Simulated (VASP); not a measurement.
# MgS (Niningerite): structure and properties in VASP

Aim: relax MgS (Niningerite), then compute properties on the relaxed cell. The steps: relaxing cell and atoms (PBEsol), second relaxation, single point with fields (PBEsol), bands along the symmetry lines (PBEsol), total and projected DOS (PBEsol), dielectric tensor and Born charges (PBEsol), optical spectrum (PBEsol) and a single point (PBEsol), changed input. The start is a cell from a database of measured crystal structures.

Main program and level: VASP 6.6.1; PBEsol; plane waves and PAW (Mg, S).

## (1) The structure

Before any relaxation, the start is as follows. Symmetry: Fm-3m, No. 225, cubic system. The conventional cell has a = 5.203 Å, b = 5.203 Å, c = 5.203 Å, α = 90.00°, β = 90.00°, γ = 90.00°. Nearest to Mg lie 6 S at 2.60 Å. Nearest to S lie 6 Mg at 2.60 Å. Farther neighbours and most contacts between anions are not listed.

Coordinates:

```cif
data_structure
_symmetry_space_group_name_H-M 'Fm-3m'
_symmetry_Int_Tables_number 225
_cell_length_a 5.2033
_cell_length_b 5.2033
_cell_length_c 5.2033
_cell_angle_alpha 90.000
_cell_angle_beta 90.000
_cell_angle_gamma 90.000
_cell_volume 140.88
loop_
_atom_site_label
_atom_site_type_symbol
_atom_site_symmetry_multiplicity
_atom_site_Wyckoff_symbol
_atom_site_fract_x
_atom_site_fract_y
_atom_site_fract_z
_atom_site_occupancy
Mg1 Mg 4 a 0.00000 0.00000 0.00000 1
S1 S 4 b 0.50000 0.00000 0.00000 1
```

## (2) Relaxing cell and atoms (PBEsol)

The start need not lie at this functional's minimum. ISIF = 3 frees volume, shape and positions, and EDIFFG sets the threshold on forces and stress at which the search stops. PBEsol restores the gradient expansion of exchange and is tuned for the cells of solids.

Input file INCAR:

```
SYSTEM = MgS
PREC = Accurate
ENCUT = 400
EDIFF = 1E-06
NELM = 100
ISMEAR = 0
SIGMA = 0.05
LREAL = .FALSE.
ALGO = Normal
GGA = PS
NBANDS = 10
LORBIT = 11
LWAVE = .FALSE.
LCHARG = .FALSE.
KPAR = 2
IBRION = 2
NSW = 60
ISIF = 3
EDIFFG = -0.01
```

Input file POSCAR:

```
MgS
1.0
    0.0000000000      2.6016500000      2.6016500000
    2.6016500000      0.0000000000      2.6016500000
    2.6016500000      2.6016500000      0.0000000000
Mg S
1 1
Direct
    0.0000000000      0.0000000000      0.0000000000
    0.5000000000      0.5000000000      0.5000000000
```

Input file KPOINTS:

```
Automatic mesh
0
Gamma
7 7 7
0 0 0
```

The projector-augmented-wave data sets are Mg and S (PBE family, release 64).

The run is started by

```sh
$ mpirun -np 2 vasp_std
```

The log of the run:

```text
[banner, memory and clock lines left out]
running    2 mpi-ranks, on    1 nodes
 distrk:  each k-point on    1 cores,    2 groups
 distr:  one band on    1 cores,    1 groups

 POSCAR found type information on POSCAR MgS
 POSCAR found :  2 types and       2 ions
|                                                                             |
|               ----> ADVICE to this user running VASP <----                  |
|                                                                             |
|     You enforced a specific xc type in the INCAR file but a different       |
|     [... a line on the potential file left out ...]
|     I HOPE YOU KNOW WHAT YOU ARE DOING!                                     |
|                                                                             |

 LDA part: xc-table for (Slater+PW92), standard interpolation
 POSCAR, INCAR and KPOINTS ok, starting setup
 FFT: planning ... GRIDC
 FFT: planning ... GRID_SOFT
 FFT: planning ... GRID
 WAVECAR not read
 entering main loop
       N       E                     dE             d eps       ncg     rms          rms(c)
DAV:   1     0.208669460294E+02    0.20867E+02   -0.31921E+03   416   0.524E+02
DAV:   2    -0.815405397897E+01   -0.29021E+02   -0.27969E+02   520   0.973E+01
DAV:   3    -0.943531916788E+01   -0.12813E+01   -0.12795E+01   474   0.227E+01
DAV:   4    -0.944276074747E+01   -0.74416E-02   -0.74410E-02   464   0.213E+00
DAV:   5    -0.944281886794E+01   -0.58120E-04   -0.58120E-04   466   0.187E-01    0.410E+00
DAV:   6    -0.911594912031E+01    0.32687E+00   -0.72822E-01   424   0.355E+00    0.309E+00
DAV:   7    -0.907505044706E+01    0.40899E-01   -0.18848E-01   460   0.195E+00    0.192E+00
DAV:   8    -0.907238830602E+01    0.26621E-02   -0.10186E-02   434   0.628E-01    0.726E-01
DAV:   9    -0.907218580719E+01    0.20250E-03   -0.50560E-04   430   0.135E-01    0.300E-01
DAV:  10    -0.907217924950E+01    0.65577E-05   -0.10535E-04   462   0.496E-02    0.459E-02
DAV:  11    -0.907218182039E+01   -0.25709E-05   -0.22698E-06   424   0.943E-03    0.161E-02
DAV:  12    -0.907218191396E+01   -0.93567E-07   -0.99047E-08   224   0.180E-03
   1 F= -.90721819E+01 E0= -.90721819E+01  d E =-.907218E+01
 curvature:   0.00 expect dE= 0.000E+00 dE for cont linesearch  0.000E+00
 trial: gam= 0.00000 g(F)=  0.455E-61 g(S)=  0.436E-02 ort = 0.000E+00 (trialstep = 0.100E+01)
 search vector abs. value=  0.436E-02
 bond charge predicted
       N       E                     dE             d eps       ncg     rms          rms(c)
DAV:   1    -0.908282877433E+01   -0.10647E-01   -0.17277E-01   402   0.226E+00    0.739E-01
DAV:   2    -0.907475195190E+01    0.80768E-02   -0.20618E-02   412   0.659E-01    0.242E-01
DAV:   3    -0.907389204023E+01    0.85991E-03   -0.49663E-03   436   0.343E-01    0.177E-01
DAV:   4    -0.907388160896E+01    0.10431E-04   -0.38497E-05   428   0.451E-02    0.155E-01
DAV:   5    -0.907386301333E+01    0.18596E-04   -0.19821E-05   418   0.280E-02    0.217E-02
DAV:   6    -0.907386240154E+01    0.61179E-06   -0.47458E-07   210   0.463E-03
   2 F= -.90738624E+01 E0= -.90738624E+01  d E =-.168049E-02
 trial-energy change:   -0.001680  1 .order   -0.001658   -0.004358    0.001042
 step:   0.8109(harm=  0.8070)  dis= 0.00000  next Energy=    -9.073961 (dE=-0.178E-02)
 bond charge predicted
       N       E                     dE             d eps       ncg     rms          rms(c)
DAV:   1    -0.907428144175E+01   -0.41843E-03   -0.61547E-03   406   0.424E-01    0.138E-01
DAV:   2    -0.907398934903E+01    0.29209E-03   -0.75148E-04   412   0.126E-01    0.455E-02
DAV:   3    -0.907395903897E+01    0.30310E-04   -0.17798E-04   440   0.648E-02    0.316E-02
DAV:   4    -0.907395855932E+01    0.47965E-06   -0.13433E-06   338   0.856E-03
   3 F= -.90739586E+01 E0= -.90739586E+01  d E =-.177665E-02
 curvature:  -0.40 expect dE=-0.202E-07 dE for cont linesearch -0.202E-07
 trial: gam=-0.00338 g(F)=  0.450E-61 g(S)=  0.500E-07 ort = 0.148E-04 (trialstep = 0.962E+00)
 search vector abs. value=  0.101E-09
 reached required accuracy - stopping structural energy minimisation
```

The job ended after 4.6 s (2 MPI ranks of Intel Xeon Platinum 8375C at 2.90GHz (Ice Lake), shared host; peak memory 0.24 GiB; 7.8 s of CPU time).

Lines that name or quote the potential files are left out of all logs, and their timing lines are given in words.

OUTCAR, selected parts (step 2):

```text
ion  position               nearest neighbor table
   1  0.000  0.000  0.000-   2 2.60   2 2.60   2 2.60   2 2.60   2 2.60   2 2.60
   2  0.500  0.500  0.500-   1 2.60   1 2.60   1 2.60   1 2.60   1 2.60   1 2.60

  LATTYP: Found a face centered cubic cell.
 ALAT       =     5.2033000000

 Subroutine GETGRP returns: Found 48 space group operations
 (whereof 48 operations were pure point group operations)

The static configuration has the point symmetry O_h .

 Found     20 irreducible k-points:

   k-points           NKPTS =     20   k-points in BZ     NKDIM =     20   number of bands    NBANDS=     10

   dimension x,y,z NGX =    24 NGY =   24 NGZ =   24
   dimension x,y,z NGXF=    48 NGYF=   48 NGZF=   48

   ENCUT  =  400.0 eV  29.40 Ry    5.42 a.u.   6.00  6.00  6.00*2*pi/ulx,y,z

   NELECT =       8.0000    total number of electrons

 k-points in reciprocal lattice and weights: Automatic mesh
   0.00000000  0.00000000  0.00000000       0.003
   0.14285714  0.00000000  0.00000000       0.023
   0.28571429  0.00000000  0.00000000       0.023
   0.42857143  0.00000000  0.00000000       0.023
   0.14285714  0.14285714  0.00000000       0.017
   0.28571429  0.14285714  0.00000000       0.070
   0.42857143  0.14285714  0.00000000       0.070
  -0.42857143  0.14285714  0.00000000       0.070
  -0.28571429  0.14285714  0.00000000       0.070
[...]
-0.42857143  0.42857143  0.14285714       0.070
  -0.28571429  0.42857143  0.14285714       0.070

 average (electrostatic) potential at core
       1 -36.3878       2 -86.0854

 E-fermi :   4.0746

 k-point     1 :       0.0000    0.0000    0.0000
  band No.  band energies     occupation
      1      -8.9607      2.00000
      2       3.8070      2.00000
      3       3.8070      2.00000
      4       3.8070      2.00000
      5       7.5128      0.00000
      6      11.6510      0.00000
      7      11.6510      0.00000
      8      11.6510      0.00000
      9      14.1335      0.00000
    ...

 k-point     2 :       0.1429    0.0000    0.0000
  band No.  band energies     occupation
      1      -8.7580      2.00000
      2       2.4764      2.00000
      3       3.6717      2.00000
      4       3.6717      2.00000
      5       8.4530      0.00000
      6      11.3282      0.00000
      7      11.9401      0.00000
      8      11.9401      0.00000
      9      13.4258      0.00000
    ...

 k-point     3 :       0.2857    0.0000    0.0000
  band No.  band energies     occupation
      1      -8.2291      2.00000
      2       0.4374      2.00000
      3       3.4038      2.00000
      4       3.4038      2.00000
      5       8.6086      0.00000
      6      11.3442      0.00000
      7      11.3442      0.00000
      8      12.5748      0.00000
      9      14.5297      0.00000
    ...

  Total       -0.0008315     -0.0008315     -0.0008315      0.0000000      0.0000000      0.0000000
  in kB       -0.0383777     -0.0383777     -0.0383777      0.0000000      0.0000000      0.0000000
  external PRESSURE =      -0.0383777 kB  Pullay stress =       0.0000000 kB

  energy-cutoff  :      400.00
  volume of cell :       34.71
      direct lattice vectors                 reciprocal lattice vectors
     0.000000000  2.589162441  2.589162441    -0.193112642  0.193112642  0.193112642
     2.589162441  0.000000000  2.589162441     0.193112642 -0.193112642  0.193112642
     2.589162441  2.589162441 -0.000000000     0.193112642  0.193112642 -0.193112642

 POSITION                                       TOTAL-FORCE (eV/Angst)
 -----------------------------------------------------------------------------------
      0.00000      0.00000      0.00000        -0.000000      0.000000      0.000000
      2.58916      2.58916      2.58916         0.000000     -0.000000     -0.000000
 -----------------------------------------------------------------------------------
    total drift:                               -0.000000     -0.000000      0.000000

  FREE ENERGIE OF THE ION-ELECTRON SYSTEM (eV)
  ---------------------------------------------------
  free  energy   TOTEN  =        -9.0739585593 eV

  energy  without entropy=       -9.0739585593  energy(sigma->0) =       -9.07395856

 reached required accuracy - stopping structural energy minimisation

 total charge
# of ion       s       p       d       tot
------------------------------------------
    1        0.139   0.132   0.041   0.312
    2        1.309   2.485   0.000   3.793
--------------------------------------------------
tot          1.447   2.617   0.041   4.105

[... 3 further parts left out ...]
```

CONTCAR:

```
MgS
   1.00000000000000
     0.0000000000000000    2.5891624411899179    2.5891624411899179
     2.5891624411899179    0.0000000000000000    2.5891624411899179
     2.5891624411899179    2.5891624411899179   -0.0000000000000000
  Mg              S
     1     1
Direct
     0.0000000000000000    0.0000000000000000    0.0000000000000000
     0.5000000000000000    0.5000000000000000    0.5000000000000000
```

The gap is read on the k-mesh alone, so it is an upper bound where the band edges lie off the mesh. The PAW data sets were made with PBE, which is usual practice but a small mismatch for other functionals. The run keeps the 48 symmetry operations of its start, so it cannot find a distortion of lower symmetry.

Step by step:

| step | energy less that of the first step (eV) | largest force (eV/Å) | pressure (GPa) | volume (Å³) |
| --- | --- | --- | --- | --- |
| 1 | 0.0000 | 0.0000 | -1.12 | 35.22 |
| 2 | -0.0017 | 0.0000 | 0.27 | 34.60 |
| 3 | -0.0018 | 0.0000 | 0.00 | 34.71 |

| conventional cell, symmetrised | before | after | change |
| --- | --- | --- | --- |
| a (Å) | 5.203 | 5.178 | -0.5 % |
| b (Å) | 5.203 | 5.178 | -0.5 % |
| c (Å) | 5.203 | 5.178 | -0.5 % |
| volume (Å³/atom) | 17.61 | 17.36 | -1.4 % |

The relaxed structure:

```
Mg S
1.0
     0.00000    2.58916    2.58916
     2.58916    0.00000    2.58916
     2.58916    2.58916    0.00000
Mg S
1 1
Direct
  0.00000 0.00000 0.00000
  0.50000 0.50000 0.50000
```

Numbers from this step:

```
electrons                       : 8
bands                           : 10
irreducible k-points            : 20
symmetry operations             : 48
free energy (TOTEN)             : -9.074 eV
Fermi energy                    : 4.075 eV
pressure                        : -0.003838 GPa
metallic                        : no
valence top at k                : 0, 0, 0
conduction bottom at k          : 0.4286, 0.4286, 0
least direct gap at k           : 0, 0, 0
SCF cycles over all ionic steps : 22
gap on the k-mesh               : 2.948 eV
least direct gap on the k-mesh  : 3.706 eV
```

It ends with forces that vanish by symmetry and a pressure of 0.00 GPa. The volume lies -1.4 % from that of the database's start, which holds the thermal and zero-point expansion of its experiment.

## (3) Second relaxation

A relaxation keeps the plane waves of the cell it began with, so it is repeated from the new cell, on a basis made for it. The mesh changes with the cell too.

INCAR is that of step 2.

Input file POSCAR:

```
MgS
1.0
    0.0000000000      2.5891624412      2.5891624412
    2.5891624412      0.0000000000      2.5891624412
    2.5891624412      2.5891624412      0.0000000000
Mg S
1 1
Direct
    0.0000000000      0.0000000000      0.0000000000
    0.5000000000      0.5000000000      0.5000000000
```

Input file KPOINTS:

```
Automatic mesh
0
Gamma
8 8 8
0 0 0
```

The run is started by

```sh
$ mpirun -np 2 vasp_std
```

The log of the run:

```text
[banner, memory and clock lines left out]
running    2 mpi-ranks, on    1 nodes
 distrk:  each k-point on    1 cores,    2 groups
 distr:  one band on    1 cores,    1 groups

 POSCAR found type information on POSCAR MgS
 POSCAR found :  2 types and       2 ions
 [... a notice as in an earlier step ...]

 LDA part: xc-table for (Slater+PW92), standard interpolation
 POSCAR, INCAR and KPOINTS ok, starting setup
 FFT: planning ... GRIDC
 FFT: planning ... GRID_SOFT
 FFT: planning ... GRID
 WAVECAR not read
 entering main loop
       N       E                     dE             d eps       ncg     rms          rms(c)
DAV:   1     0.136361653688E+02    0.13636E+02   -0.33009E+03   660   0.526E+02
DAV:   2    -0.861194661249E+01   -0.22248E+02   -0.20647E+02   748   0.916E+01
DAV:   3    -0.943539434091E+01   -0.82345E+00   -0.82260E+00   678   0.187E+01
DAV:   4    -0.944013335652E+01   -0.47390E-02   -0.47384E-02   746   0.173E+00
DAV:   5    -0.944016337998E+01   -0.30023E-04   -0.30023E-04   662   0.121E-01    0.416E+00
DAV:   6    -0.911791538600E+01    0.32225E+00   -0.70787E-01   624   0.353E+00    0.315E+00
DAV:   7    -0.907727366435E+01    0.40642E-01   -0.18941E-01   652   0.197E+00    0.194E+00
DAV:   8    -0.907473714566E+01    0.25365E-02   -0.99786E-03   650   0.617E-01    0.710E-01
DAV:   9    -0.907454463914E+01    0.19251E-03   -0.47573E-04   646   0.130E-01    0.300E-01
DAV:  10    -0.907453877513E+01    0.58640E-05   -0.15412E-04   646   0.589E-02    0.115E-02
DAV:  11    -0.907453908190E+01   -0.30678E-06   -0.25835E-06   636   0.973E-03
   1 F= -.90745391E+01 E0= -.90745391E+01  d E =-.907454E+01
 curvature:   0.00 expect dE= 0.000E+00 dE for cont linesearch  0.000E+00
 trial: gam= 0.00000 g(F)=  0.167E-61 g(S)=  0.247E-05 ort = 0.000E+00 (trialstep = 0.100E+01)
 search vector abs. value=  0.247E-05
 reached required accuracy - stopping structural energy minimisation
```

Wall time 4.6 s (2 MPI ranks); peak memory 0.25 GiB; 7.6 s of CPU time.

Parts of OUTCAR (step 3):

```text
  LATTYP: Found a face centered cubic cell.
 ALAT       =     5.1783248824

The static configuration has the point symmetry O_h .

 Found     29 irreducible k-points:

   k-points           NKPTS =     29   k-points in BZ     NKDIM =     29   number of bands    NBANDS=     10

   ENCUT  =  400.0 eV  29.40 Ry    5.42 a.u.   5.97  5.97  5.97*2*pi/ulx,y,z

   NELECT =       8.0000    total number of electrons

 E-fermi :   4.0116

 k-point     1 :       0.0000    0.0000    0.0000
  band No.  band energies     occupation
      1      -8.9611      2.00000
      2       3.8062      2.00000
      3       3.8062      2.00000
      4       3.8062      2.00000
      5       7.5126      0.00000
      6      11.6506      0.00000
      7      11.6506      0.00000
      8      11.6506      0.00000
      9      14.1332      0.00000
    ...

 k-point     2 :       0.1250    0.0000    0.0000
  band No.  band energies     occupation
      1      -8.8048      2.00000
      2       2.7269      2.00000
      3       3.7000      2.00000
      4       3.7000      2.00000
      5       8.3167      0.00000
      6      11.3340      0.00000
      7      11.9096      0.00000
      8      11.9096      0.00000
      9      13.4896      0.00000
    ...

  Total       -0.0058423     -0.0058423     -0.0058423      0.0000000      0.0000000     -0.0000000
  in kB       -0.2696425     -0.2696425     -0.2696425      0.0000000      0.0000000     -0.0000000
  external PRESSURE =      -0.2696425 kB  Pullay stress =       0.0000000 kB

  energy-cutoff  :      400.00
  volume of cell :       34.71
      direct lattice vectors                 reciprocal lattice vectors
     0.000000000  2.589162441  2.589162441    -0.193112642  0.193112642  0.193112642
     2.589162441  0.000000000  2.589162441     0.193112642 -0.193112642  0.193112642
     2.589162441  2.589162441  0.000000000     0.193112642  0.193112642 -0.193112642

 POSITION                                       TOTAL-FORCE (eV/Angst)
 -----------------------------------------------------------------------------------
      0.00000      0.00000      0.00000         0.000000      0.000000     -0.000000
      2.58916      2.58916      2.58916        -0.000000     -0.000000      0.000000
 -----------------------------------------------------------------------------------
    total drift:                               -0.000000     -0.000000      0.000000

  FREE ENERGIE OF THE ION-ELECTRON SYSTEM (eV)
  ---------------------------------------------------
  free  energy   TOTEN  =        -9.0745390819 eV

  energy  without entropy=       -9.0745390819  energy(sigma->0) =       -9.07453908

 total charge
# of ion       s       p       d       tot
------------------------------------------
    1        0.139   0.132   0.041   0.312
    2        1.309   2.484   0.000   3.793
--------------------------------------------------
tot          1.447   2.616   0.041   4.105

[... 3 parts as in an earlier step ...]

[... 7 further parts left out ...]
```

Little changed from the start: no atom moved by 0.005 Å and no cell edge by 0.1 %.

Numbers from this step:

* irreducible k-points: 29
* free energy (TOTEN): -9.075 eV
* Fermi energy: 4.012 eV
* pressure: -0.02696 GPa
* conduction bottom at k: 0.5, 0.5, 0
* SCF cycles over all ionic steps: 11
* gap on the k-mesh: 2.734 eV

It ends with forces that vanish by symmetry and a pressure of -0.03 GPa. The volume moved by under 0.01 %: the run met its threshold at the first step.

(Part 1 of 4 ends here.)

[Lines on the potential files, build, host, timing and source positions are cut from VASP's logs without a mark.]

[Logs are printed without paths, hosts, clocks, repeated set-up lines and the standing remarks that a program may print on its own settings, such as how far it seeks lower states.]

[Hosts, paths, dates, database ids (printed as entryN), source tags and the programs' standing remarks are cut or masked in the printed files.]

[Measured values are set beside computed ones only where the two were judged alike; some that the calculation misses by far are left out.]

[In band tables of VASP the shares of atoms and orbitals are scaled to a sum of 1 inside the atoms' spheres.]
